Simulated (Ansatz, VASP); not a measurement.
**Cross-check of TiB2 between VASP and Ansatz**

Wanted: the spread between two codes on one cell, functional and k mesh. Of the first pair: The cell is taken from a series of runs on this material, whose earlier steps may have relaxed, scaled, displaced or heated it; both programs get it as it stands.

Calculated with Ansatz 0.2.0; plane waves, with VASP 6.6.1 beside it; relaxation of cell and atoms at LDA and single point at LDA.

## (1) Set-up

The structure is hexagonal, space group P6/mmm (No. 191). The conventional cell has a = 2.995 Å, b = 2.995 Å, c = 3.157 Å, α = 90.00°, β = 90.00°, γ = 120.00°. Nearest to B lie 3 B at 1.73 Å and 6 Ti at 2.34 Å. Ti has 12 B at 2.34 Å nearest. Farther neighbours are not listed.

## (2) Ansatz: relaxation of cell and atoms, LDA, pair 1

Ansatz runs on its PAW soft_1 files.

The relaxed volume is the usual yardstick between codes: in a stiff, nearly cubic crystal its relative difference is about their pressure difference at one cell divided by the bulk modulus.

input.yaml reads:

```yaml
crystal:
  lattice:
    - [2.9949503521, 0.0, 0.0]
    - [-1.497475176, 2.593703088, 0.0]
    - [0.0, 0.0, 3.1572070142]
  atoms:
    - { symbol: B, position: [0.3333333333, 0.6666666667, 0.5] }
    - { symbol: B, position: [0.6666666667, 0.3333333333, 0.5] }
    - { symbol: Ti, position: [0.0, 0.0, 0.0] }
kpoints:
  mp_grid: { grid: [18, 18, 14] }
hamiltonian:
  xc: lda
  pseudopotentials: { kind: paw, azcp: { folder: soft_1 }, xc_functional: pbe }
scf:
  occupations: { method: gaussian, width: 0.1 }
output:
  forces: true
  stress: true
  eigenvalues: true
  write_density: true
  write_potential: true
  elf: true
  volumetric_format: npy
relax:
  adjacent_minimum: "off"
  f_tol: 0.005
  max_steps: 80
  cell: { stress_tol: 0.05 }
```

Command:

```console
> ansatz run input.yaml --threads 4 --pin off --max-ram 10240MiB --backend cpu --events-out ev --progress --plain --runs-dir out
```

Numbers of over 12 decimals in the logs are rounded to 6 here.

Output:

```text
Engine: ansatz 0.2.0, x86_64-unknown-linux-gnu
Pseudopotentials: kind: paw
Pseudopotential: B, paw, valence charge 3, recommended cutoff 420 eV (normal), soft_1/B.paw.azcp
Pseudopotential: Ti, paw, valence charge 12, recommended cutoff 420 eV (normal), soft_1/Ti.paw.azcp
Functional definition: SPW92
  exchange = slater_x
  correlation = pw_c
Crystal: 3 atoms, lattice volume = 24.525 Å³
Basis set: ecut = 420 eV, 467 PW (Γ)
Bands: 13, of which v1, the nominal top of the filled ones, is band 9 counted from 1 (8 counted from 0)
Symmetry: 24 space group operations
Space group: P6/mmm (ITA 191), of the structure as read, at distance tolerance 2.9e-5 Å
k-points: 296 of 4536
Non-local potential: B, projectors of the file, l = 0: 2, l = 1: 2, l = 2: 1
Non-local potential: Ti, projectors of the file, l = 0: 3, l = 1: 2, l = 2: 3, l = 3: 1
PAW form: soft (Blöchl's): semilocal exchange-correlation on the pseudo side does not see the compensation charge
PAW frozen core: B, regenerated for the run's functional, and the local potential with it (the file was generated under x = pbe(κ = 0.804, μ = 0.219515), c = pbe(β = 0.066725))
PAW frozen core: Ti, regenerated for the run's functional, and the local potential with it (the file was generated under x = pbe(κ = 0.804, μ = 0.219515), c = pbe(β = 0.066725))
PAW one-centre angular grid: B, 110 points (default); XC on 64 Gauss nodes
PAW one-centre angular grid: Ti, 590 points (default); XC on 64 Gauss nodes
Initial density: superposition of atomic densities (chi_scale 0.1, normalization cell, long waves kept (reshape's long-wave potential 0.00 eV rms))
Initial wavefunctions: pseudopotential atomic-orbital guess
Functional: x = slater, c = lda
SCF iter   1: F=—  HF=-2754.547791 eV  |F-HF|=—  |Δ(HF+E_count)|=         —  Δρ=1.12e-1  dr2=4.80e0  ethr=3.10e-3  ⟨swp⟩=4.3  Hψ=18367  notcnv=0
preconditioner: auto → none  [metal: Δε(μ)=0.007 eV  Ē_g=9.669 eV  σ=0.100 eV  W_gap=0.04  n_scr=8 (ndim 8)  ℏωp=23.7 eV  f_vac=0.000  D(μ)=0.39/eV (n_scr^D=0)  sad-step TF]
SCF iter   2: F=—  HF=-2753.893130 eV  |F-HF|=—  |Δ(HF+E_count)|=   6.55e-1  Δρ=7.44e-2  dr2=2.28e0  ethr=3.10e-3  ⟨swp⟩=2.0  Hψ=7375  notcnv=0
SCF iter   3: F=—  HF=-2753.317724 eV  |F-HF|=—  |Δ(HF+E_count)|=   5.75e-1  Δρ=9.05e-3  dr2=2.32e-2  ethr=3.10e-3  ⟨swp⟩=3.1  Hψ=7643  notcnv=0
SCF iter   4: F=—  HF=-2753.315249 eV  |F-HF|=—  |Δ(HF+E_count)|=   2.47e-3  Δρ=1.02e-3  dr2=3.05e-4  ethr=1.29e-4  ⟨swp⟩=2.1  Hψ=7390  notcnv=0
SCF iter   5: F=—  HF=-2753.315253 eV  |F-HF|=—  |Δ(HF+E_count)|=   3.93e-6  Δρ=3.28e-4  dr2=4.35e-5  ethr=1.69e-6  ⟨swp⟩=2.1  Hψ=5280  notcnv=0
SCF iter   6: F=—  HF=-2753.315245 eV  |F-HF|=—  |Δ(HF+E_count)|=   7.84e-6  Δρ=7.03e-5  dr2=1.34e-6  ethr=2.42e-7  ⟨swp⟩=2.3  Hψ=5309  notcnv=0
SCF iter   7: F=-2753.315245 eV  HF=-2753.315245 eV  |F-HF|=5.80e-9  |Δ(HF+E_count)|=   2.95e-7  Δρ=5.54e-6  dr2=5.15e-9  ethr=5.56e-10  ⟨swp⟩=8.7  Hψ=25881  notcnv=0
SCF 1 converged in 7 iterations: F = -2753.315245 eV  dr2 = 5.15e-9
  greatest PAW one-centre occupation: 0.998 electrons in one spin orbital (limit 2), on the Ti atom at site 2 (counted from 0), in its partial waves of l = 0
relax step   1: F+E_penalty+E_count = -2753.31524489 eV  Δ(F+E_penalty+E_count) = +0.000e0 eV  max|allowed force component| = 1.419e-16 eV/Å  Δτ_max = 0.0000 Å  P = -0.041 GPa  Ω = 24.525 Å³  (7 SCF iters, dr2 threshold 1.00e-7 eV, accepted)
[...]
relax step   2: F+E_penalty+E_count = -2753.31528382 eV  Δ(F+E_penalty+E_count) = -3.893e-5 eV  max|allowed force component| = 1.974e-16 eV/Å  Δτ_max = 0.0000 Å  P = -0.033 GPa  Ω = 24.529 Å³  energy of the carried Pulay correction = -3.019e-6 eV  (6 SCF iters, dr2 threshold 3.00e-7 eV, accepted)
[...]
relax step   3: F+E_penalty+E_count = -2753.31528874 eV  Δ(F+E_penalty+E_count) = -4.926e-6 eV  max|allowed force component| = 2.159e-16 eV/Å  Δτ_max = 0.0000 Å  P = -0.033 GPa  Ω = 24.529 Å³  stress off target by 4.32e-2 GPa  SCF on the basis re-selected at this cell (its energy is not comparable with the rows above)  (7 SCF iters)
basis re-selected at this cell: Δ(F+E_penalty+E_count) = -4.926e-6 eV, ΔP = -0.000 GPa vs the last step (what re-selecting the basis moved, of the pressure what is left beyond the Pulay correction that the steps carried, after the strain that the cell walked since its last selection, with what the two solves' SCF thresholds leave and, on support functions, any second-order correction that the steps lacked; it is no m [...]
SCF converged after 7 iterations
Free energy (F): -2753.315289 eV
Harris-Foulkes:  -2753.315289 eV  (|F-HF|=4.55e-13)
Internal energy: -2753.313581 eV  (E = F + TS)
E sigma→0 (E₀):  -2753.314435 eV
Entropy (-TS):   -0.001708 eV (-0.569 meV/atom)
Fermi energy:    15.570382 eV
--- Per-component energies (eV) ---
  E_band       = -83.805417
  E_kinetic    = 387.163840
  E_local      = -820.458090  (includes V_loc(G=0)·N_el)
  E_nonlocal   = 81.468540
  E_hartree    = 338.093053
  E_xc         = -184.393795
  E_vxc        = -227.272938  (∫ρ·V_xc dr)
  E_paw        = -1138.370985  (= ΣΔE_a)
  E_vpaw       = -180.892807  (= ΣTr[D̂ρ^β])
  E_aug_tail   = -0.000068  (compensation charges beyond the density's cutoff)
  E_ewald      = -1417.233696
  E_core_change = 0.417619  (= ΣΔE_core)
  E_smearing   = -0.001708  (= −TS)
  E_closure    = -0.000000  (closes the sum)
  Σ components = -2753.315289   (vs F -2753.315289, Δ=0.00e0)
--- Forces (eV/Å), atoms counted from 1 ---
  atom   1  B      0.00000000    -0.00000000     0.00000000
  atom   2  B      0.00000000     0.00000000     0.00000000
  atom   3  Ti    -0.00000000     0.00000000     0.00000000
  max |Σ_I F_I| component: 3.70e-17 eV/Å
--- Stress (GPa, compression-positive) ---
       -0.027477      -0.000000       0.000000
       -0.000000      -0.027477       0.000000
        0.000000       0.000000      -0.043239
  P = ⅓ Tr σ = -0.0327 GPa (-0.327 kbar)
--- Band table (eV; the first three rows and the last of 296) ---
  k-point 0: bands = [... 5 lower, 12.7742, 12.7742, 13.3284, 13.3630, 17.5508, 17.5508, 19.4424, 19.4424]
  k-point 1: bands = [... 5 lower, 12.4312, 12.8312, 12.8312, 14.1916, 17.3514, 17.3514, 19.3138, 19.3138]
  k-point 2: bands = [... 5 lower, 11.4679, 13.0010, 13.0010, 14.9676, 16.8939, 16.8939, 18.9490, 18.9490]
  k-point 295: bands = [... 5 lower, 6.9107, 9.7974, 12.3307, 12.3307, 18.2361, 20.1594, 20.1594, 20.3227]
--- Relaxed structure (2 steps of the walk, 2 accepted, 1 SCFs on fresh bases) ---
  F+E_penalty+E_count = -2753.31528874 eV   max|allowed force component| = 2.159e-16 eV/Å   (the final SCF, on the basis selected at the relaxed cell)
  cell:  # Å, volume = 24.5290 Å³
    - [2.993667, -2.88551938809036e-11, 0.0]
    - [-1.496834, 2.592592, 0.0]
    - [0.0, 0.0, 3.160400]
  atoms:
    - { symbol: B, position: [0.333333, 0.666667, 0.5] }
    - { symbol: B, position: [0.666667, 0.333333, 0.5] }
    - { symbol: Ti, position: [0, 0, 0.0] }
```

The column dr2 measures how far the density is from self-consistency, as an energy; F and HF (Harris–Foulkes) agree once it is small.

## (3) VASP: relaxation of cell and atoms, LDA, pair 1

The same cell, functional (in two slightly different forms), mesh and smearing now go to VASP, with its own data sets.

Lines of VASP's logs that name or quote its potential files are left out, and so is its time.

INCAR reads:

```
SYSTEM = TiB2
PREC = Accurate
ENCUT = 500
EDIFF = 1E-07
NELM = 120
ISMEAR = 0
SIGMA = 0.1
LREAL = .FALSE.
ALGO = Normal
GGA = PW92
NBANDS = 15
LASPH = .TRUE.
LORBIT = 11
LWAVE = .FALSE.
LCHARG = .FALSE.
ISIF = 3
IBRION = 2
NSW = 80
EDIFFG = -0.005
GGA_COMPAT = .FALSE.
NELMIN = 4
KPAR = 2
```

POSCAR reads:

```
TiB2
1.0
    2.9949500000      0.0000000000      0.0000000000
   -1.4974750000      2.5937030000      0.0000000000
    0.0000000000      0.0000000000      3.1572070000
B Ti
2 1
Direct
    0.3333333333      0.6666666667      0.5000000000
    0.6666666667      0.3333333333      0.5000000000
    0.0000000000      0.0000000000      0.0000000000
```

KPOINTS reads:

```
Automatic mesh
0
Gamma
18 18 14
0 0 0
```

Potentials, in the order of the species: B and Ti_sv (LDA family, release 64).

Command:

```console
> mpirun -np 2 vasp_std
```

Output:

```text
[banner, memory and clock lines left out]
running    2 mpi-ranks, on    1 nodes
 distrk:  each k-point on    1 cores,    2 groups
 distr:  one band on    1 cores,    1 groups

 POSCAR found type information on POSCAR B Ti
 POSCAR found :  2 types and       3 ions
|                                                                             |
|               ----> ADVICE to this user running VASP <----                  |
|                                                                             |
|     You enforced a specific xc type in the INCAR file but a different       |
|     [... a line on the potential file left out ...]
|     I HOPE YOU KNOW WHAT YOU ARE DOING!                                     |
|                                                                             |

 LDA part: xc-table for (Slater(with rela. corr.)+PW92), standard interpolation
 POSCAR, INCAR and KPOINTS ok, starting setup
 FFT: planning ... GRIDC
 FFT: planning ... GRID_SOFT
 FFT: planning ... GRID
 WAVECAR not read
 entering main loop
       N       E                     dE             d eps       ncg     rms          rms(c)
DAV:   1     0.120075308698E+03    0.12008E+03   -0.89343E+03  8880   0.134E+03
DAV:   2    -0.248329012552E+02   -0.14491E+03   -0.14028E+03  9384   0.354E+02
DAV:   3    -0.320055776930E+02   -0.71727E+01   -0.70944E+01 12619   0.776E+01
DAV:   4    -0.321972412640E+02   -0.19166E+00   -0.19153E+00 11133   0.112E+01
DAV:   5    -0.322022341331E+02   -0.49929E-02   -0.49927E-02 12890   0.151E+00    0.173E+01
DAV:   6    -0.269255130455E+02    0.52767E+01   -0.21604E+01 12453   0.531E+01    0.379E+00
DAV:   7    -0.269216978298E+02    0.38152E-02   -0.13114E+00  9490   0.133E+01    0.355E+00
DAV:   8    -0.269199757775E+02    0.17221E-02   -0.82972E-02 14469   0.247E+00    0.953E-01
DAV:   9    -0.269202761795E+02   -0.30040E-03   -0.31194E-02 11064   0.250E+00    0.255E-01
DAV:  10    -0.269198425146E+02    0.43366E-03   -0.37110E-03 12172   0.782E-01    0.777E-02
DAV:  11    -0.269198093741E+02    0.33141E-04   -0.27381E-04 11437   0.172E-01    0.743E-02
DAV:  12    -0.269197955170E+02    0.13857E-04   -0.78481E-05 11669   0.111E-01    0.773E-03
DAV:  13    -0.269197950825E+02    0.43449E-06   -0.30051E-06 10567   0.194E-02    0.276E-03
DAV:  14    -0.269197951196E+02   -0.37031E-07   -0.27617E-07 10714   0.509E-03
   1 F= -.26919795E+02 E0= -.26918933E+02  d E =-.269198E+02
[...]
2 F= -.26919860E+02 E0= -.26919002E+02  d E =-.645946E-04
[...]
3 F= -.26919862E+02 E0= -.26919004E+02  d E =-.669045E-04
[...]
4 F= -.26919863E+02 E0= -.26919008E+02  d E =-.105225E-05
 trial-energy change:   -0.000001  1 .order   -0.000002   -0.000017    0.000013
 step:   0.4999(harm=  0.5565)  dis= 0.00000  next Energy=   -26.919866 (dE=-0.426E-05)
 bond charge predicted
       N       E                     dE             d eps       ncg     rms          rms(c)
DAV:   1    -0.269198853536E+02   -0.22338E-04   -0.46455E-04 11063   0.326E-01    0.386E-02
DAV:   2    -0.269198686960E+02    0.16658E-04   -0.10659E-04 10621   0.143E-01    0.120E-02
DAV:   3    -0.269198662907E+02    0.24053E-05   -0.10081E-05 12807   0.325E-02    0.494E-03
DAV:   4    -0.269198661833E+02    0.10741E-06   -0.25088E-06 14173   0.113E-02    0.267E-03
DAV:   5    -0.269198663967E+02   -0.21346E-06   -0.37710E-07 11857   0.493E-03    0.451E-04
DAV:   6    -0.269198664034E+02   -0.67007E-08   -0.65272E-08  6180   0.165E-03
   5 F= -.26919866E+02 E0= -.26919010E+02  d E =-.437930E-05
 curvature:  -0.31 expect dE=-0.561E-09 dE for cont linesearch -0.551E-09
 trial: gam=-0.00965 g(F)=  0.257E-46 g(S)=  0.181E-08 ort = 0.189E-06 (trialstep = 0.875E+00)
 search vector abs. value=  0.135E-09
 reached required accuracy - stopping structural energy minimisation
```

From OUTCAR (step 3):

```text
ion  position               nearest neighbor table
   1  0.333  0.667  0.500-   2 1.73   2 1.73   2 1.73   3 2.34   3 2.34   3 2.34   3 2.34   3 2.34
                             3 2.34
   2  0.667  0.333  0.500-   1 1.73   1 1.73   1 1.73   3 2.34   3 2.34   3 2.34   3 2.34   3 2.34
                             3 2.34
   3  0.000  0.000  0.000-   1 2.34   2 2.34   1 2.34   2 2.34   2 2.34   2 2.34   1 2.34   1 2.34
                             2 2.34   2 2.34   1 2.34   1 2.34

  LATTYP: Found a hexagonal cell.
 ALAT       =     2.9949500000
 C/A-ratio  =     1.0541768644

 Subroutine GETGRP returns: Found 24 space group operations
 (whereof 24 operations were pure point group operations)

The static configuration has the point symmetry D_6h.

 Found    296 irreducible k-points:

   k-points           NKPTS =    296   k-points in BZ     NKDIM =    296   number of bands    NBANDS=     15

   dimension x,y,z NGX =    24 NGY =   24 NGZ =   24
   dimension x,y,z NGXF=    48 NGYF=   48 NGZF=   48

   ENCUT  =  500.0 eV  36.75 Ry    6.06 a.u.   5.46  5.46  5.76*2*pi/ulx,y,z

   NELECT =      18.0000    total number of electrons

 k-points in reciprocal lattice and weights: Automatic mesh
   0.00000000  0.00000000  0.00000000       0.000
   0.05555556  0.00000000  0.00000000       0.001
   0.11111111  0.00000000  0.00000000       0.001
   0.16666667  0.00000000  0.00000000       0.001
   0.22222222  0.00000000  0.00000000       0.001
   0.27777778  0.00000000  0.00000000       0.001
   0.33333333  0.00000000  0.00000000       0.001
   0.38888889  0.00000000  0.00000000       0.001
   0.44444444  0.00000000  0.00000000       0.001
[...]
0.33333333  0.27777778  0.50000000       0.003
   0.33333333  0.33333333  0.50000000       0.000

 average (electrostatic) potential at core
       1 -26.9723       2 -26.9723       3 -70.2546

 E-fermi :  10.4561

 k-point     1 :       0.0000    0.0000    0.0000
  band No.  band energies     occupation
    ...
      5      -3.0987      2.00000
      6       7.6712      2.00000
      7       7.6712      2.00000
      8       8.2203      2.00000
      9       8.2574      2.00000
     10      12.4267      0.00000
     11      12.4267      0.00000
     12      14.3225      0.00000
     13      14.3225      0.00000
     14      16.3432      0.00000
    ...

 k-point     2 :       0.0556    0.0000    0.0000
  band No.  band energies     occupation
    ...
      5      -3.0376      2.00000
      6       7.5036      2.00000
      7       7.6647      2.00000
      8       8.1966      2.00000
      9       8.2507      2.00000
     10      12.4080      0.00000
     11      12.5439      0.00000
     12      14.0342      0.00000
     13      14.0730      0.00000
     14      16.6443      0.00000
    ...

 k-point     3 :       0.1111    0.0000    0.0000
  band No.  band energies     occupation
    ...
      5      -2.8561      2.00000
      6       7.0341      2.00000
      7       7.6414      2.00000
      8       8.0388      2.00000
      9       8.3360      2.00000
     10      12.3545      0.00000
     11      12.8617      0.00000
     12      13.4847      0.00000
     13      13.6415      0.00000
     14      17.1968      0.00000
    ...

  Total       -0.0002346     -0.0002346      0.0000525      0.0000000      0.0000000      0.0000000
  in kB       -0.0153115     -0.0153115      0.0034288      0.0000000      0.0000000      0.0000000
  external PRESSURE =      -0.0090647 kB  Pullay stress =       0.0000000 kB

  energy-cutoff  :      500.00
  volume of cell :       24.55
      direct lattice vectors                 reciprocal lattice vectors
     2.994283473  0.000000000  0.000000000     0.333969716  0.192817489  0.000000000
    -1.497141737  2.593125771 -0.000000000     0.000000000  0.385634978  0.000000000
     0.000000000 -0.000000000  3.161712917     0.000000000  0.000000000  0.316284250

 POSITION                                       TOTAL-FORCE (eV/Angst)
 -----------------------------------------------------------------------------------
     -0.00000      1.72875      1.58086        -0.000000      0.000000      0.000000
      1.49714      0.86438      1.58086         0.000000     -0.000000     -0.000000
     -0.00000      0.00000     -0.00000        -0.000000      0.000000     -0.000000
 -----------------------------------------------------------------------------------
    total drift:                               -0.000000      0.000000     -0.000000

  FREE ENERGIE OF THE ION-ELECTRON SYSTEM (eV)
  ---------------------------------------------------
  free  energy   TOTEN  =       -26.9198664034 eV

  energy  without entropy=      -26.9181530212  energy(sigma->0) =      -26.91900971

 reached required accuracy - stopping structural energy minimisation

 total charge
# of ion       s       p       d       tot
------------------------------------------
    1        0.693   1.372   0.000   2.065
    2        0.693   1.372   0.000   2.065
    3        2.188   6.234   2.115  10.537
--------------------------------------------------
tot          3.573   8.978   2.115  14.666

[... 3 further parts left out ...]
```

CONTCAR:

```
TiB2
   1.00000000000000
     2.9942834732867052    0.0000000000000000    0.0000000000000000
    -1.4971417366433526    2.5931257707891562   -0.0000000000000000
     0.0000000000000000   -0.0000000000000000    3.1617129174089538
  B               Ti
     2     1
Direct
     0.3333333332999970    0.6666666667000030    0.5000000000000000
     0.6666666667000030    0.3333333332999970    0.5000000000000000
     0.0000000000000000    0.0000000000000000    0.0000000000000000
```

The run keeps the 24 symmetry operations of its start, so it cannot find a distortion of lower symmetry.

## (4) Comparison

Known differences besides the potentials themselves: the cutoff is 420 eV in Ansatz and 500 eV in VASP; VASP's log shows a relativistic correction to its local exchange, Ansatz's none; Ansatz adds a Pulay correction to the stress that steers its cell, VASP none. Total energies have different zeros and are not compared.

Both answers:

| quantity | Ansatz | VASP | difference |
| --- | --- | --- | --- |
| volume (Å³) | 24.53 | 24.55 | -0.08 % |
| edge a after relaxation, in the typed setting (Å) | 2.994 | 2.994 | -0.02 % |
| edge c after relaxation, in the typed setting (Å) | 3.160 | 3.162 | -0.04 % |

## (5) Ansatz: relaxation, LDA

This run makes the geometry at which the two programs are then compared.

The structure compared here is the end of the Ansatz relaxation.

input.yaml reads:

```yaml
crystal:
  lattice:
    - [2.9734980078, 0.0, 0.0]
    - [-1.4867490039, 2.5751248129, 0.0]
    - [0.0, 0.0, 3.1388217507]
  atoms:
    - { symbol: B, position: [0.3333333333, 0.6666666667, 0.5] }
    - { symbol: B, position: [0.6666666667, 0.3333333333, 0.5] }
    - { symbol: Ti, position: [0.0, 0.0, 0.0] }
kpoints:
  mp_grid: { grid: [18, 18, 16] }
hamiltonian:
  xc: lda
  pseudopotentials: { kind: paw, azcp: { folder: soft_1 }, xc_functional: pbe }
scf:
  occupations: { method: methfessel_paxton, width: 0.2 }
output:
  forces: true
  stress: true
  eigenvalues: true
relax:
  adjacent_minimum: "off"
  f_tol: 0.001
  max_steps: 60
  cell: { stress_tol: 0.01, fix: [volume] }
```

Command:

```console
> ansatz run input.yaml --threads 4 --pin off --max-ram 10240MiB --backend cpu --events-out ev --progress --plain --runs-dir out
```

Output:

```text
[...]
Crystal: 3 atoms, lattice volume = 24.034 Å³
Basis set: ecut = 420 eV, 455 PW (Γ)
Bands: 13, of which v1, the nominal top of the filled ones, is band 9 counted from 1 (8 counted from 0)
Symmetry: 24 space group operations
[...]
k-points: 333 of 5184
[...]
k-point 332: bands = [... 5 lower, 7.1644, 10.1016, 12.6341, 12.6341, 18.6712, 20.6628, 20.6628, 20.7969]
--- Relaxed structure (2 steps of the walk, 2 accepted, 1 SCFs on fresh bases) ---
[...]
cell:  # Å, volume = 24.0344 Å³
    - [2.975936, 0, 0]
    - [-1.487968, 2.577236, 0]
    - [0, 0, 3.133680]
  atoms:
    - { symbol: B, position: [0.333333, 0.666667, 0.500000] }
    - { symbol: B, position: [0.666667, 0.333333, 0.500000] }
    - { symbol: Ti, position: [0, 0, 0.0] }
[key lines of the parts left out:]
SCF converged after 4 iterations
Free energy (F): -2753.305611 eV
Fermi energy:    15.904283 eV
P = ⅓ Tr σ = 5.8269 GPa (58.269 kbar)
```

[end of part 1 of 2]

[Lines on the potential files, build, host, timing and source positions are cut from VASP's logs without a mark.]

[Logs are printed without paths, hosts, clocks, repeated set-up lines and the standing remarks that a program may print on its own settings, such as how far it seeks lower states.]

[Hosts, paths, dates, database ids (printed as entryN), source tags and the programs' standing remarks are cut or masked in the printed files.]
